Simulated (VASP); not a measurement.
A run of VASP 6.6.1:

INCAR

```
ALGO = Normal
EDIFF = 1E-6
ENCUT = 520
ISIF = 2
ISMEAR = -1
LASPH = True
LCHARG = True
LELF = True
LMIXTAU = True
LREAL = False
LVHAR = True
LWAVE = False
METAGGA = R2SCAN
NBANDS = 10
NELM = 100
PREC = Accurate
SIGMA = 0.1
```

KPOINTS

```
k-points
0
Gamma
  10 10 10
```

POSCAR

```
BeP
1.0
    0.0000000000      3.2472470000      0.0000000000
    3.2472470000      0.0000000000      0.0000000000
    1.6236230000      1.6236230000     -2.5271900000
Be P
1 1
Direct
    0.0000000000      0.0000000000      0.0000000000
    0.4280000000      0.4280000000      0.1440000000
```

Potentials or basis: VASP PAW PBE potentials, release 64 (Be, P).

Command:

```sh
$ cat potpaw_PBE.64/Be/POTCAR potpaw_PBE.64/P/POTCAR > POTCAR
$ mpirun -np 1 vasp_std > vasp.out
```

Hardware: 1 thread of Intel(R) Xeon(R) Platinum 8175M CPU @ 2.50GHz (Skylake/Cascade Lake), with other jobs on the host.

Problem. How long does it take, and how much memory?

Solution. Wall time 2 min on 1 thread of Intel(R) Xeon(R) Platinum 8175M CPU @ 2.50GHz (Skylake/Cascade Lake), on a shared host, peak memory 0.16 GiB. Counts: scf iterations 17, k points 102.
